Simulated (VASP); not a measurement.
Level of theory: PBEsol GGA, VASP's PBE PAW potentials (set 64) (plane waves; VASP 6.6.1).

The input files of a VASP run:

File POSCAR:
```
LiF
1
    0.0000000000     2.0000999857     2.0000999857
    2.0000999857    -0.0000000000     2.0000999857
    2.0000999857     2.0000999857    -0.0000000000
Li F
1 1
Direct
  1.0000000000   1.0000000000   0.0000000000
  0.5000000000   0.5000000000   0.5000000000
```

KPOINTS:
```
k-points along high-symmetry lines
15
Line-mode
Reciprocal
  0.000000   0.000000   0.000000 ! GAMMA
  0.500000   0.000000   0.500000 ! X

  0.500000   0.000000   0.500000 ! X
  0.625000   0.250000   0.625000 ! U

  0.375000   0.375000   0.750000 ! K
  0.000000   0.000000   0.000000 ! GAMMA

  0.000000   0.000000   0.000000 ! GAMMA
  0.500000   0.500000   0.500000 ! L

  0.500000   0.500000   0.500000 ! L
  0.500000   0.250000   0.750000 ! W

  0.500000   0.250000   0.750000 ! W
  0.500000   0.000000   0.500000 ! X
```

**INCAR**
```
ALGO = Normal
EDIFF = 1E-7
ENCUT = 520
GGA = PS
ICHARG = 11
ISMEAR = 0
LASPH = .True.
LCHARG = .False.
LORBIT = 11
LREAL = .False.
LWAVE = .False.
NELM = 100
PREC = Accurate
SIGMA = 0.05
SYSTEM = LiF
```

POTCAR, in this order: Li_sv F (PBE.64 set). Program: vasp_std. Read from the step before: CHGCAR.

Output of the run:

File OSZICAR:
```
       N       E                     dE             d eps       ncg     rms          rms(c)
DAV:   1     0.274985797655E+02    0.27499E+02   -0.57070E+03  1724   0.115E+03
DAV:   2    -0.870476106514E+01   -0.36203E+02   -0.34819E+02  1802   0.195E+02
DAV:   3    -0.958909486611E+01   -0.88433E+00   -0.88313E+00  2215   0.286E+01
DAV:   4    -0.959557922303E+01   -0.64844E-02   -0.64815E-02  2106   0.232E+00
DAV:   5    -0.959565601990E+01   -0.76797E-04   -0.76793E-04  2067   0.134E-01
DAV:   6    -0.959565645631E+01   -0.43641E-06   -0.43643E-06  2141   0.911E-03
DAV:   7    -0.959565646319E+01   -0.68842E-08   -0.68614E-08  2127   0.828E-04
   1 F= -.95956565E+01 E0= -.95956565E+01  d E =-.165122E-25
```

File OUTCAR:
```
 val. band max:       -0.9802322081   @ k =   0.0536   0.0536   0.1071

 cond. band min:       8.1256216410   @ k =   0.0000   0.0000   0.0000



 k-point     1 :       0.0000    0.0000    0.0000
  band No.  band energies     occupation
      1     -41.1458      2.00000
      2     -20.9024      2.00000
      3      -0.9813      2.00000
      4      -0.9813      2.00000
      5      -0.9813      2.00000
      6       8.1256      0.00000
      7      23.1134      0.00000
      8      23.1158      0.00000
      9      23.1224      0.00000

 k-point     2 :       0.0357    0.0000    0.0357
  band No.  band energies     occupation
      1     -41.1448      2.00000
      2     -20.8956      2.00000
      3      -1.0166      2.00000
      4      -0.9949      2.00000
      5      -0.9949      2.00000
      6       8.1780      0.00000
      7      22.3920      0.00000
      8      22.3921      0.00000
      9      22.8641      0.00000

 k-point     3 :       0.0714    0.0000    0.0714
  band No.  band energies     occupation
      1     -41.1414      2.00000
      2     -20.8747      2.00000
      3      -1.1214      2.00000
      4      -1.0351      2.00000
      5      -1.0351      2.00000
      6       8.3360      0.00000
      7      21.6875      0.00000
      8      21.6883      0.00000
      9      21.9285      0.00000

 k-point     4 :       0.1071    0.0000    0.1071
  band No.  band energies     occupation
      1     -41.1360      2.00000
      2     -20.8399      2.00000
      3      -1.2923      2.00000
      4      -1.0996      2.00000
      5      -1.0996      2.00000
      6       8.5955      0.00000
      7      20.9298      0.00000
      8      21.0927      0.00000
      9      21.1012      0.00000

 k-point     5 :       0.1429    0.0000    0.1429
  band No.  band energies     occupation
      1     -41.1288      2.00000
      2     -20.7917      2.00000
      3      -1.5233      2.00000
      4      -1.1848      2.00000
...
```

The density is held fixed in this step, so its total energy and stress have no physical meaning.

The structure was generated: LiF was put into the rock salt type (Fm-3m), which need not be its known phase. It was relaxed first.
